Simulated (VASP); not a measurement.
```xyz
2
Lattice="0.0000 2.4133 2.4133 2.4133 0.0000 2.4133 2.4133 2.4133 0.0000" Properties=species:S:1:pos:R:3 pbc="T T T"
Ca     0.0000     0.0000     0.0000
O      2.4133     2.4133     2.4133
```

Method: revTPSS meta-GGA, VASP's PBE PAW potentials (set 64) (plane waves; VASP). Settings: 520 eV cut-off, 11×11×11 Γ-centred mesh, tetrahedra with Blöchl corrections, potentials Ca_sv O.

Problem. What does the run give for the energy per atom (σ→0), band gap (over mesh and band path) with the smallest direct gap where there is one?

Solution. 
The band gap (over mesh and band path) is 3.71 eV and the smallest direct gap (over mesh and band path) comes out as 4.09 eV. The energy per atom (σ→0) is -713.1 kJ/mol of atoms.

Total energies compare only between runs with the same potentials, cut-off and functional.

The compound is CaO in the rock salt structure. It was relaxed first.
